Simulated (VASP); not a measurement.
The input files of a VASP run:

File POSCAR:
```
LiF
1
    0.0000000000     2.0553000000     2.0553000000
    2.0553000000     0.0000000000     2.0553000000
    2.0553000000     2.0553000000     0.0000000000
Li F
1 1
Direct
  0.0000000000   0.0000000000   0.0000000000
  0.5000000000   0.5000000000   0.5000000000
```

### INCAR
```
SYSTEM = LiF
PREC = Accurate
ENCUT = 520
EDIFF = 1E-6
NELM = 100
ALGO = Normal
LREAL = .FALSE.
LASPH = .TRUE.
ISMEAR = 0
SIGMA = 0.05
LWAVE = .FALSE.
LCHARG = .FALSE.
ISIF = 2
METAGGA = R2SCAN
LEPSILON = .TRUE.
```

File KPOINTS:
```
Automatic mesh
0
Gamma
8 8 8
0 0 0
```

POTCAR, in this order: Li_sv F (PBE.64 set). Program: vasp_std.

Does this input run properly? What does VASP do?

There is a fault: LEPSILON was set with a meta-GGA. VASP stops with an error: You have switched on METAGGA and linear-response routines. This combination is currently not supported. If you have selected LEPSILON=.TRUE., you can try using LCALCEPS=.TRUE. instead. In all other cases, VASP will stop. SOOO sorry... ----> I REFUSE TO CONTINUE WITH THIS SICK JOB ... BYE!!! <----



To mend it, use a GGA with LEPSILON, or finite fields (LCALCEPS) with the meta-GGA. The plain static run on this cell (PBE GGA, plane waves, VASP's PBE PAW potentials (set 64)) converges, and its OSZICAR ends with
```
   1 F= -.96376450E+01 E0= -.96376450E+01  d E =-.111320E-18
```

The compound is LiF in the rock salt structure. The cell was not relaxed at this level.
